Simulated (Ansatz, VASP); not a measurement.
# CuRe3: VASP beside Ansatz

File INCAR:

```
SYSTEM = CuRe3
PREC = Accurate
ENCUT = 600
EDIFF = 1E-6
ISMEAR = 0
SIGMA = 0.1
LREAL = .FALSE.
LASPH = .TRUE.
NELM = 100
ALGO = Normal
ISIF = 3
LWAVE = .FALSE.
LCHARG = .FALSE.
GGA = PE
IBRION = 2
NSW = 90
EDIFFG = -0.04
```

File KPOINTS:

```
regular mesh
0
G
  4 4 4
  0 0 0
```

Contents of POSCAR:

```
CuRe3
1.0
    4.0236361700      0.0000000000      0.0000000000
    0.0000000000      4.0236361700      0.0000000000
    0.0000000000      0.0000000000      4.0236361700
Cu Re
1 3
Direct
    0.0000000000      0.0000000000      0.0000000000
    0.0000000000      0.5000000000      0.5000000000
    0.5000000000      0.0000000000      0.5000000000
    0.5000000000      0.5000000000      0.0000000000
```

Input for Ansatz:

```yaml
crystal:
  lattice:
    - [4.02363617, 0.0, 0.0]
    - [0.0, 4.02363617, 0.0]
    - [0.0, 0.0, 4.02363617]
  atoms:
    - { symbol: Cu, position: [0.0, 0.0, 0.0] }
    - { symbol: Re, position: [0.0, 0.5, 0.5] }
    - { symbol: Re, position: [0.5, 0.0, 0.5] }
    - { symbol: Re, position: [0.5, 0.5, 0.0] }
basis:
  ecutwfc: 420
kpoints:
  mp_grid: { grid: [4, 4, 4] }
hamiltonian:
  xc: pbe
scf:
  occupations: { method: gaussian, width: 0.1 }
  lower_state_search: "off"
output:
  forces: true
  stress: true
  eigenvalues: true
relax:
  adjacent_minimum: "off"
  f_tol: 0.04
  max_steps: 70
  cell: { stress_tol: 0.4 }
```

Change from the starting cell: species swapped into the TaCo3 type (Pm-3m, No. 221).

Alike in both runs: task relaxation of cell and atoms; functional PBE; k mesh 4 × 4 × 4; occupations gaussian, width 0.1 eV; no spin polarisation.

```csv
,VASP,Ansatz
version,VASP 6.6.1,Ansatz 0.2.0
potentials or method,"VASP PAW PBE potentials, release 64 (Cu, Re)","scalar-relativistic, plane waves, PAW"
plane-wave cutoff (eV),600,420
valence electrons in the cell,32,64
```

```tsv
	VASP	Ansatz	Ansatz less VASP
gap on the k mesh at the Fermi level, each at its own relaxed structure (eV)	none	none	-
relaxed volume (Å³/atom)	14.16	14.16	+0.006
relaxed cell length with the largest relative difference (Å)	3.840	3.841	+0.0005
energy change over the relaxation (meV/atom)	-241	-238	+2.8
```

A gap of «none» marks a metal or a gap that the smearing closes. The two sets of potentials don't hold the same shells in valence.

Caveats: the k mesh is coarse (spacing up to 0.39 Å⁻¹), so the values aren't converged. The runs have no spin-orbit coupling, so splittings on Re are missing.
